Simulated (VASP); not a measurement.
Here is the system:

```xyz
2
Lattice="1.7300 -2.9964 0.0000 1.7300 2.9964 0.0000 0.0000 0.0000 5.5200" Properties=species:S:1:pos:R:3 pbc="T T T"
Tl     1.7300     0.9988     1.3800
Tl     1.7300    -0.9988     4.1400
```

Method: revPBE GGA, VASP's PBE PAW potentials (set 64) (plane waves; VASP 6.6.1). Numerical set-up: 520 eV cut-off, 11×11×6 Γ-centred mesh, first-order Methfessel-Paxton smearing of 0.10 eV, potentials Tl_d.

Energy and stress use the plane-wave basis of the starting cell.

Question: The ions, cell shape and volume are relaxed. Which structure does the run end with?

Answer: 
```xyz
2
Lattice="1.8311 -3.1715 0.0000 1.8311 3.1715 0.0000 0.0000 0.0000 5.7017" Properties=species:S:1:pos:R:3 pbc="T T T"
Tl     1.8311     1.0572     1.4254
Tl     1.8311    -1.0572     4.2763
```
Space group P6_3/mmc (194), at a tolerance of 0.03 Å.

Question: How do energy and volume change from the first to the last step?

Answer: The energy (σ→0) changes by -53.2 meV/atom and the volume by +15.7 %, in 8 ionic steps.

| step | E(σ→0) (eV) | max force (eV/Å) | pressure (GPa) | volume (Å³) |
|---|---|---|---|---|
| 1 | -3.7029 | 0.000 | 4.46 | 57.23 |
| 2 | -3.8030 | 0.000 | 0.66 | 64.09 |
| 3 | -3.8061 | 0.000 | -0.13 | 66.27 |
| 4 | -3.8063 | 0.000 | 0.02 | 65.86 |
| 5 | -3.8077 | 0.000 | -0.01 | 65.95 |
| 6 | -3.8091 | 0.000 | -0.02 | 66.13 |
| 7 | -3.8083 | 0.000 | -0.03 | 66.45 |
| 8 | -3.8093 | 0.000 | -0.02 | 66.22 |

The compound is Tl in the hcp structure. This run relaxes it. Symmetry was kept, so distortions that lower it aren't found.
